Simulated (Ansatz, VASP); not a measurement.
# TiTe2: VASP beside Ansatz

One calculation is typed for both programs; each brings its own data sets. How far apart do they land? The structure shown is the start of the Ansatz relaxation below; VASP solves that cell, so the two are compared at the walk's first step.

Program: Ansatz 0.2.0. Level of theory: plane waves, with VASP 6.6.1 beside it; single point at PBE with D3(BJ), spin-orbit coupling. Results are calculated unless marked as measured.

## Step 1: The starting structure

It takes space group P-3m1 (No. 164, trigonal). Conventional cell: a = 3.719 Å, b = 3.719 Å, c = 6.420 Å, α = 90.00°, β = 90.00°, γ = 120.00°. Nearest to Ti lie 6 Te at 2.76 Å. Nearest to Te lie 3 Ti at 2.76 Å. Farther neighbours and most contacts between anions are not listed.

Coordinates:

```cif
data_structure
_symmetry_space_group_name_H-M 'P-3m1'
_symmetry_Int_Tables_number 164
_cell_length_a 3.7191
_cell_length_b 3.7191
_cell_length_c 6.4203
_cell_angle_alpha 90.000
_cell_angle_beta 90.000
_cell_angle_gamma 120.000
_cell_volume 76.91
loop_
_atom_site_label
_atom_site_type_symbol
_atom_site_symmetry_multiplicity
_atom_site_Wyckoff_symbol
_atom_site_fract_x
_atom_site_fract_y
_atom_site_fract_z
_atom_site_occupancy
Ti1 Ti 1 a 0.00000 0.00000 0.00000 1
Te1 Te 2 d 0.66667 0.33333 0.27077 1
```

## Step 2: Ansatz: relaxation, PBE with D3(BJ), spin-orbit coupling

Ansatz runs on its PAW fully relativistic soft_1 files.

The two programs are compared at the cell with which this relaxation starts, whose forces are those of its first step.

The input, input.yaml:

```yaml
crystal:
  lattice:
    - [3.7190861565, 0.0, 0.0]
    - [-1.8595430783, 3.2208230904, 0.0]
    - [0.0, 0.0, 6.4203308768]
  atoms:
    - { symbol: Ti, position: [0.0, 0.0, 0.0] }
    - { symbol: Te, position: [0.6666666667, 0.3333333333, 0.2707686549] }
    - { symbol: Te, position: [0.3333333333, 0.6666666667, 0.7292313451] }
kpoints:
  mp_grid: { grid: [18, 18, 8] }
hamiltonian:
  xc: pbe
  dispersion: d3bj
  pseudopotentials: { kind: paw_fr, azcp: { folder: soft_1 } }
scf:
  occupations: { method: methfessel_paxton, width: 0.2 }
output:
  forces: true
  stress: true
  eigenvalues: true
magnetization:
  noncollinear: true
  spin_orbit: true
relax:
  adjacent_minimum: "off"
  f_tol: 0.001
  max_steps: 60
  cell: { stress_tol: 0.01, fix: [volume] }
```

The run is started by

```console
$ ansatz run input.yaml --threads 8 --pin off --max-ram 15360MiB --backend cpu --events-out ev --progress --plain --runs-dir out
```

Numbers of over 12 decimals in the logs are rounded to 6 here.

Output:

```text
Engine: ansatz 0.2.0, x86_64-unknown-linux-gnu
Pseudopotentials: kind: paw_fr
Pseudopotential: Ti, paw, valence charge 12, recommended cutoff 420 eV (normal), soft_1/Ti.paw.azcp
Pseudopotential: Te, paw, valence charge 16, recommended cutoff 420 eV (normal), soft_1/Te.paw.azcp
Functional definition: PBE
  parameter kappa = 0.804
  parameter beta = 0.066725
  exchange = pbe_x(kappa = kappa, mu = beta*pi^2/3)
  correlation = pbe_c(beta = beta)
non-collinear run that drives no moment, with spin-orbit: no starting moment large enough to seed its density (crystal.atoms[].spin), no starting occupations that ask for one, no magnetisation constraint and no magnetic field, so the semilocal B_xc is pinned to zero
Crystal: 3 atoms, lattice volume = 76.906 Å³
Basis set: ecut = 420 eV, 1485 PW (Γ), exchange–correlation on 50×50×90 points (8 copies of the dense FFT grid, shifted against one another)
Bands: 54, of which v1, the nominal top of the filled ones, is band 44 counted from 1 (43 counted from 0)
Symmetry: 12 space group operations + 12 with time reversal
Magnetic group: BNS 164.86 (UNI 1316), of the structure as read, at distance tolerance 4.3e-5 Å
k-points: 266 of 2592
Projection manifold: j_resolved (fully-relativistic pseudo-atomic orbitals)
Non-local potential: Ti, projectors of the file, resolved by j, l = 0: 3, l = 1: 4, l = 2: 6, l = 3: 2
Non-local potential: Te, projectors of the file, resolved by j, l = 0: 2, l = 1: 4, l = 2: 4, l = 3: 2
PAW form: soft (Blöchl's): semilocal exchange-correlation on the pseudo side does not see the compensation charge
PAW one-centre angular grid: Ti, 590 points (default); XC on 96 Gauss nodes
PAW one-centre angular grid: Te, 590 points (default); XC on 64 Gauss nodes
Initial density: superposition of atomic densities (chi_scale 0.1, normalization cell, long waves kept (reshape's long-wave potential 0.05 eV rms))
Initial wavefunctions: pseudopotential atomic-orbital guess
Functional: x = pbe(κ = 0.804, μ = 0.219515), c = pbe(β = 0.066725)
SCF iter   1: F=—  HF=-16472.168862 eV  |F-HF|=—  |Δ(HF+E_count)|=         —  Δρ=1.39e-1  dr2=4.40e1  dr2_m=0.00e0 (ungated)  ethr=3.10e-3  |M|=0.00e0 ∫|m|=0.00e0 μB  |m|>n=0.0e0 m-floor=0.0e0 τ_xc=0.0e0  β_m=0.30  ⟨swp⟩=9.3  Hψ=37174  notcnv=0
preconditioner: auto → Kerker (q_TF=auto, 2.486 Å⁻¹)  [metal: Δε(μ)=0.003 eV  Ē_g=5.660 eV  σ=0.200 eV  W_gap=0.01  n_scr=22 (ndim 8)  ℏωp=16.9 eV  f_vac=0.000  D(μ)=1.66/eV (n_scr^D=10)]
spin=Noncollinear: Kerker preconditioning applied to the charge; magnetization (m_x, m_y, m_z) channels mix plain (no charge-response kernel on spin).
SCF iter   2: F=—  HF=-16469.577813 eV  |F-HF|=—  |Δ(HF+E_count)|=    2.59e0  S|Δr|=    0.00e0  Δρ=5.00e-2  dr2=2.68e0  dr2_m=0.00e0 (ungated)  ethr=3.10e-3  |M|=0.00e0 ∫|m|=0.00e0 μB  |m|>n=0.0e0 m-floor=0.0e0 τ_xc=0.0e0  β_m=0.28  ⟨swp⟩=3.8  Hψ=16541  notcnv=0  defer=540
[...]
SCF converged after 6 iterations
Stability not checked: this state was not tested for a lower state beside it, because cold or Methfessel-Paxton smearing, or corrected tetrahedra, fill the levels in a way that the test cannot read (fill_not_monotonic; see scf.lower_state_search)
Magnetization: |M| = 0.0000 μB,  M = (+0.0000, +0.0000, +0.0000) μB
Absolute magnetization: 0.0000 μB (∫|m|)
  site 0: m = (+0.0000, +0.0000, +0.0000) μB, |m| = 0.0000 μB  (R = 1.14 Å)
  site 1: m = (+0.0000, +0.0000, +0.0000) μB, |m| = 0.0000 μB  (R = 1.14 Å)
  site 2: m = (+0.0000, +0.0000, +0.0000) μB, |m| = 0.0000 μB  (R = 1.14 Å)
Free energy (F): -16468.875039 eV
Harris-Foulkes:  -16468.875039 eV  (|F-HF|=3.64e-12)
Internal energy: -16468.875141 eV  (E = F + TS)
E sigma→0 (E₀):  -16468.875064 eV
Entropy (-TS):   0.000102 eV (0.034 meV/atom)
Fermi energy:    10.971565 eV
--- Per-component energies (eV) ---
  E_band       = -640.583065
  E_kinetic    = 625.886130
  E_local      = -4072.346119  (includes V_loc(G=0)·N_el)
  E_nonlocal   = 195.373776
  E_hartree    = 1965.021201
  E_xc         = -361.466473
  E_vxc        = -349.954001  (∫ρ·V_xc dr)
  E_paw        = -10392.919259  (= ΣΔE_a)
  E_vpaw       = -969.585360  (= ΣTr[D̂ρ^β])
  E_aug_tail   = 0.000106  (compensation charges beyond the density's cutoff)
  E_ewald      = -4426.884347
  E_disp       = -1.540157  (pairwise vdW)
  E_smearing   = 0.000102  (= −TS)
  E_closure    = 0.000000  (closes the sum)
  Σ components = -16468.875039   (vs F -16468.875039, Δ=0.00e0)
--- Forces (eV/Å), atoms counted from 1 ---
  atom   1  Ti    -0.00000000     0.00000000     0.00000000
  atom   2  Te    -0.00000000    -0.00000000     0.00002167
  atom   3  Te     0.00000000     0.00000000    -0.00002167
  max |Σ_I F_I| component: 6.94e-18 eV/Å
--- Stress (GPa, compression-positive) ---
       -0.569712      -0.000000       0.000000
       -0.000000      -0.569712      -0.000000
        0.000000      -0.000000      -0.570662
  P = ⅓ Tr σ = -0.5700 GPa (-5.700 kbar)
--- Band table (eV; the first three rows and the last of 266) ---
  k-point 0: bands = [... 40 lower, 11.1955, 11.1955, 11.3721, 11.3721, 11.3760, 11.3760, 12.1948, 12.1948, ... 6 higher]
  k-point 1: bands = [... 40 lower, 11.3631, 11.3631, 11.3701, 11.3701, 11.4774, 11.4774, 12.1149, 12.1149, ... 6 higher]
  k-point 2: bands = [... 40 lower, 11.3612, 11.3612, 11.3655, 11.3655, 11.5439, 11.5439, 12.0090, 12.0090, ... 6 higher]
  k-point 265: bands = [... 40 lower, 9.1422, 9.1422, 9.2286, 9.2286, 11.8972, 11.8972, 11.9626, 11.9626, ... 6 higher]
--- Relaxed structure (4 steps of the walk, 3 accepted, 1 SCFs on fresh bases) ---
  F+E_penalty+E_count = -16468.87503888 eV   max|allowed force component| = 2.167e-5 eV/Å   (the final SCF, on the basis selected at the relaxed cell)
  cell:  # Å, volume = 76.9061 Å³
    - [3.715044, 2.8836145717444954e-11, 0]
    - [-1.857522, 3.217322, 0]
    - [1.292639448488989e-19, 2.238917200651188e-19, 6.434310]
  atoms:
    - { symbol: Ti, position: [0, 0, 0] }
    - { symbol: Te, position: [0.666667, 0.333333, 0.268686] }
    - { symbol: Te, position: [0.333333, 0.666667, 0.731314] }
```

## Step 3: VASP: single point, PBE with D3(BJ), spin-orbit coupling, start cell

The same cell, functional, mesh and smearing now go to VASP, with its own data sets.

Lines of VASP's logs that name or quote its potential files are left out, and so is its time.

The input, INCAR:

```
SYSTEM = TiTe2
PREC = Accurate
ENCUT = 400
EDIFF = 1E-06
NELM = 200
ISMEAR = 1
SIGMA = 0.2
LREAL = .FALSE.
ALGO = Normal
GGA = PE
IVDW = 12
LNONCOLLINEAR = .TRUE.
MAGMOM = 0 0 0 0 0 0 0 0 0
NBANDS = 36
GGA_COMPAT = .FALSE.
LASPH = .TRUE.
LSORBIT = .TRUE.
LMAXMIX = 4
LORBIT = 11
LWAVE = .FALSE.
LCHARG = .FALSE.
ISIF = 2
KPAR = 2
```

The input, POSCAR:

```
TiTe2
1.0
    3.7190860000      0.0000000000      0.0000000000
   -1.8595430000      3.2208230000      0.0000000000
    0.0000000000      0.0000000000      6.4203310000
Ti Te
1 2
Direct
    0.0000000000      0.0000000000      0.0000000000
    0.6666666667      0.3333333333      0.2707685943
    0.3333333333      0.6666666667      0.7292314057
```

The input, KPOINTS:

```
Automatic mesh
0
Gamma
18 18 8
0 0 0
```

Potentials, in the order of the species: Ti_sv and Te (PBE family, release 64).

The run is started by

```console
$ mpirun -np 2 vasp_ncl
```

Output:

```text
[banner, memory and clock lines left out]
running    2 mpi-ranks, on    1 nodes
 distrk:  each k-point on    1 cores,    2 groups
 distr:  one band on    1 cores,    1 groups

 POSCAR found type information on POSCAR TiTe
 POSCAR found :  2 types and       3 ions
 LDA part: xc-table for (Slater+PW92), standard interpolation
 POSCAR, INCAR and KPOINTS ok, starting setup
 FFT: planning ... GRIDC
 FFT: planning ... GRID_SOFT
 FFT: planning ... GRID
 WAVECAR not read
 entering main loop
       N       E                     dE             d eps       ncg     rms          rms(c)
DAV:   1     0.201061531456E+03    0.20106E+03   -0.89593E+03 19544   0.105E+03
DAV:   2     0.486931558928E+01   -0.19619E+03   -0.18704E+03 20740   0.313E+02
DAV:   3    -0.166714205602E+02   -0.21541E+02   -0.20779E+02 29196   0.995E+01
DAV:   4    -0.183766189086E+02   -0.17052E+01   -0.16932E+01 27692   0.230E+01
DAV:   5    -0.184687948848E+02   -0.92176E-01   -0.92151E-01 26504   0.428E+00    0.131E+01
DAV:   6    -0.185363121701E+02   -0.67517E-01   -0.80787E+00 25692   0.387E+01    0.137E+01
DAV:   7    -0.165937633326E+02    0.19425E+01   -0.65905E+00 23436   0.334E+01    0.637E+00
DAV:   8    -0.164138179648E+02    0.17995E+00   -0.75218E-01 21300   0.730E+00    0.312E+00
DAV:   9    -0.163976892812E+02    0.16129E-01   -0.23674E-01 24220   0.481E+00    0.169E+00
DAV:  10    -0.163854747981E+02    0.12214E-01   -0.20853E-02 21888   0.172E+00    0.120E+00
DAV:  11    -0.163814775965E+02    0.39972E-02   -0.62129E-03 24676   0.952E-01    0.684E-01
DAV:  12    -0.163814090208E+02    0.68576E-04   -0.11363E-03 22696   0.270E-01    0.453E-01
DAV:  13    -0.163813825225E+02    0.26498E-04   -0.89725E-05 22424   0.721E-02    0.245E-01
DAV:  14    -0.163813158739E+02    0.66649E-04   -0.91112E-05 22672   0.105E-01    0.841E-02
DAV:  15    -0.163813129689E+02    0.29051E-05   -0.18368E-05 22980   0.246E-02    0.530E-02
DAV:  16    -0.163813046139E+02    0.83550E-05   -0.65730E-06 22040   0.288E-02    0.150E-02
DAV:  17    -0.163813031407E+02    0.14731E-05   -0.27909E-06 23108   0.163E-02    0.410E-03
DAV:  18    -0.163813034252E+02   -0.28445E-06   -0.18648E-07 11440   0.357E-03
   1 F= -.17921222E+02 E0= -.17921271E+02  d E =0.148173E-03  mag=    -0.0000     0.0000     0.0000
```

OUTCAR, selected parts (step 3):

```text
ion  position               nearest neighbor table
   1  0.000  0.000  0.000-   2 2.76   3 2.76   2 2.76   3 2.76   2 2.76   3 2.76
   2  0.667  0.333  0.271-   1 2.76   1 2.76   1 2.76   3 3.64   3 3.64   3 3.64
   3  0.333  0.667  0.729-   1 2.76   1 2.76   1 2.76   2 3.64   2 3.64   2 3.64

  LATTYP: Found a hexagonal cell.
 ALAT       =     3.7190860000
 C/A-ratio  =     1.7263195850

 Subroutine GETGRP returns: Found 12 space group operations
 (whereof 12 operations were pure point group operations)

The static configuration has the point symmetry D_3d.

 Found    266 irreducible k-points:

   k-points           NKPTS =    266   k-points in BZ     NKDIM =    266   number of bands    NBANDS=     36

   dimension x,y,z NGX =    24 NGY =   24 NGZ =   42
   dimension x,y,z NGXF=    48 NGYF=   48 NGZF=   84

   ENCUT  =  400.0 eV  29.40 Ry    5.42 a.u.   6.06  6.06 10.47*2*pi/ulx,y,z

   NELECT =      24.0000    total number of electrons

 k-points in reciprocal lattice and weights: Automatic mesh
   0.00000000  0.00000000  0.00000000       0.000
   0.05555556 -0.00000000  0.00000000       0.002
   0.11111111 -0.00000000  0.00000000       0.002
   0.16666667  0.00000000  0.00000000       0.002
   0.22222222 -0.00000000  0.00000000       0.002
   0.27777778  0.00000000  0.00000000       0.002
   0.33333333  0.00000000  0.00000000       0.002
   0.38888889  0.00000000  0.00000000       0.002
   0.44444444 -0.00000000  0.00000000       0.002
[...]
0.33333333  0.27777778  0.50000000       0.005
   0.33333333  0.33333333  0.50000000       0.001

 average (electrostatic) potential at core
       1 -74.1084       2 -86.8368       3 -86.8368

 E-fermi :   7.4135

 k-point     1 :       0.0000    0.0000    0.0000
  band No.  band energies     occupation
    ...
     14       1.8450      1.00000
     15       5.6403      1.00000
     16       5.6403      1.00000
     17       5.9196      1.00000
     18       5.9196      1.00000
     19       7.6147     -0.02572
     20       7.6147     -0.02572
     21       7.6290     -0.03141
     22       7.6290     -0.03141
     23       7.8148     -0.00783
    ...

 k-point     2 :       0.0556   -0.0000    0.0000
  band No.  band energies     occupation
    ...
     16       5.5847      1.00000
     17       5.8825      1.00000
     18       5.8825      1.00000
     19       7.3576      0.72680
     20       7.3576      0.72680
     21       7.6366     -0.03333
     22       7.6366     -0.03333
     23       7.7304     -0.02379
     24       7.7304     -0.02379
     25       7.8868     -0.00206
    ...

 k-point     3 :       0.1111   -0.0000    0.0000
  band No.  band energies     occupation
    ...
     16       5.3719      1.00000
     17       5.8423      1.00000
     18       5.8423      1.00000
     19       6.8162      1.00010
     20       6.8162      1.00010
     21       7.4326      0.41985
     22       7.4326      0.41985
     23       7.6445     -0.03464
     24       7.6445     -0.03464
     25       7.8485     -0.00436
    ...

 Edisp (eV)   -1.53992

  Total      -0.53433    -0.53433    -0.58642     0.00000    -0.00000     0.00000
  in kB     -11.13164   -11.13165   -12.21681     0.00000    -0.00000     0.00000
  external pressure =      -11.49 kB  Pullay stress =        0.00 kB

  energy-cutoff  :      400.00
  volume of cell :       76.91
      direct lattice vectors                 reciprocal lattice vectors
     3.719086000  0.000000000  0.000000000     0.268883269  0.155239825  0.000000000
    -1.859543000  3.220823000  0.000000000     0.000000000  0.310479651  0.000000000
     0.000000000  0.000000000  6.420331000     0.000000000  0.000000000  0.155755210

 POSITION                                       TOTAL-FORCE (eV/Angst)
 -----------------------------------------------------------------------------------
      0.00000      0.00000      0.00000         0.000000      0.000000      0.000000
      1.85954      1.07361      1.73842         0.000000      0.000000     -0.103227
     -0.00000      2.14722      4.68191        -0.000000     -0.000000      0.103227
 -----------------------------------------------------------------------------------
    total drift:                                0.000000     -0.000000     -0.000000

  FREE ENERGIE OF THE ION-ELECTRON SYSTEM (eV)
  ---------------------------------------------------
  free  energy   TOTEN  =       -17.9212216651 eV

  energy  without entropy=      -17.9213698384  energy(sigma->0) =      -17.92127106

 Spin-Orbit-Coupling matrix elements
 Ion:    1  E_soc:     -0.0145182
 Ion:    2  E_soc:     -0.2118284
 Ion:    3  E_soc:     -0.2118284

 total charge
# of ion       s       p       d       tot
------------------------------------------
    1        2.165   6.121   1.893  10.179
    2        1.384   1.996   0.042   3.423
    3        1.384   1.996   0.042   3.423
--------------------------------------------------
tot          4.933  10.114   1.978  17.025

 magnetization (x)
# of ion       s       p       d       tot
------------------------------------------
    1        0.000   0.000   0.000   0.000
    2       -0.000   0.000  -0.000  -0.000
    3       -0.000   0.000  -0.000  -0.000
--------------------------------------------------
tot         -0.000   0.000  -0.000  -0.000

 magnetization (y)
# of ion       s       p       d       tot
------------------------------------------
    1        0.000  -0.000   0.000  -0.000
    2       -0.000   0.000   0.000  -0.000
    3       -0.000   0.000   0.000  -0.000
--------------------------------------------------
tot         -0.000  -0.000   0.000  -0.000

 magnetization (z)
# of ion       s       p       d       tot
------------------------------------------
    1       -0.000   0.000  -0.000  -0.000
    2        0.000   0.000   0.000   0.000
    3        0.000   0.000   0.000   0.000
--------------------------------------------------
tot         -0.000   0.000  -0.000  -0.000

[... 3 further parts left out ...]
```

This run has no spin polarisation, so a moment on Ti, if there is one, isn't seen.

## Step 4: Comparison

Known differences besides the potentials themselves: spin-orbit coupling enters by fully relativistic files in Ansatz and inside the spheres in VASP; the data sets hold 44 valence electrons in Ansatz (on its PAW fully relativistic soft_1 files) and 24 in VASP; the cutoff is 420 eV in Ansatz and 400 eV in VASP. Total energies have different zeros and are not compared.

Forces (eV/Å; atoms numbered as in POSCAR):

| atom | Ansatz x, y, z | VASP x, y, z |
| --- | --- | --- |
| Ti1 | 0.000, 0.000, 0.000 | 0.000, 0.000, 0.000 |
| Te2 | 0.000, 0.000, -0.123 | 0.000, 0.000, -0.103 |
| Te3 | 0.000, 0.000, 0.123 | 0.000, 0.000, 0.103 |

The forces differ by 9.5 meV/Å r.m.s., which is 19.6 % of the r.m.s. force of 0.049 eV/Å (both taken over all components).

## Step 5: Results

| Item | Value |
| --- | --- |
| r.m.s. force difference (single point, PBE with D3(BJ), spin-orbit coupling, start cell) | 9.5 meV/Å |

What this shows: The r.m.s. force difference is 9.5 meV/Å (single point, PBE with D3(BJ), spin-orbit coupling, start cell), within the 12 meV/Å picked in this series as the mark of a large difference. The data sets hold unlike numbers of valence electrons (44 in Ansatz and 24 in VASP), so part of the differences comes from the potentials. Such differences can come from data sets, numerical settings and the points named under the comparisons, not from the functional's error against experiment.

[Lines on the potential files, build, host, timing and source positions are cut from VASP's logs without a mark.]

[Logs are printed without paths, hosts, clocks, repeated set-up lines and the standing remarks that a program may print on its own settings, such as how far it seeks lower states.]

[Hosts, paths, dates, database ids (printed as entryN), source tags and the programs' standing remarks are cut or masked in the printed files.]
